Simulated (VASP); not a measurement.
Data:

```xyz
2
Lattice="0.0000 2.6381 2.6381 2.6381 0.0000 2.6381 2.6381 2.6381 0.0000" Properties=species:S:1:pos:R:3 pbc="T T T"
K      0.0000     0.0000     0.0000
F      2.6381     2.6381     2.6381
```

All values below come from PBE GGA with D4 dispersion, VASP's PBE PAW potentials (set 64) (plane waves; VASP). Run with 520 eV cut-off, 9×9×9 Γ-centred mesh, Gaussian smearing of 0.050 eV, potentials K_sv F.

Problem. Give the stress tensor in GPa (positive for a compressed cell).

Solution. 
```
2.26  0.00  0.00
0.00  2.26  0.00
0.00  0.00  2.26
```
The pressure is its mean diagonal, 2.26 GPa.

The compound is KF in the rock salt structure. This cell is one point of a volume scan, at 0.94 of the reference volume.
